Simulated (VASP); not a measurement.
Here is the system:

```xyz
4
Lattice="1.2776 -2.2128 0.0000 1.2776 2.2128 0.0000 0.0000 0.0000 4.2254" Properties=species:S:1:pos:R:3 pbc="T T T"
B      1.2776    -0.7376     2.1137
B      1.2776     0.7376     0.0010
N      1.2776    -0.7376     3.6962
N      1.2776     0.7376     1.5835
```

The numbers are results of PBE GGA, VASP's PBE PAW potentials (set 64) (plane waves; VASP), not measurements. Run with 520 eV cut-off, 13×13×7 Γ-centred mesh, Gaussian smearing of 0.010 eV, potentials B N.

Task: The job: BN (wurtzite), 4 atoms, PBE, optics run with many empty bands, 520 eV, 13×13×7 Γ-centred mesh. Roughly how much core time does it take on a busy server core?

Result: About 30 core-seconds (one run on a shared machine, a rough figure). It had 84 irreducible k-points, 36 bands, up to 658 plane waves and 13 electronic steps.

The compound is BN in the wurtzite structure, a metastable high-pressure form. It was relaxed first.
